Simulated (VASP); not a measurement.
Energy against volume of BN (zinc blende). Calculation: LDA (Ceperley-Alder, Perdew-Zunger), VASP's LDA PAW potentials (set 64) (plane waves; VASP 6.6.1). Run with 520 eV cut-off, 13×13×13 Γ-centred mesh, Gaussian smearing of 0.050 eV, potentials B N.

```tsv
V (Å³/atom)	E (eV/atom)
5.580	-9.69993
5.753	-9.70696
5.925	-9.70097
6.098	-9.68363
```

Problem. Fit these four points and predict the energy of the run at 5.407 Å³/atom.

Solution. A cubic in V^(−2/3), the third-order Birch-Murnaghan form, passes through the four points with V0 = 5.76 Å³/atom and B0 = 402 GPa, and gives -9.6779 eV/atom there. The run gave -9.6779 eV/atom, -0.0 meV/atom from the fit; all five points give B0 = 402 GPa.

The compound is BN in the zinc blende structure. It was relaxed first.
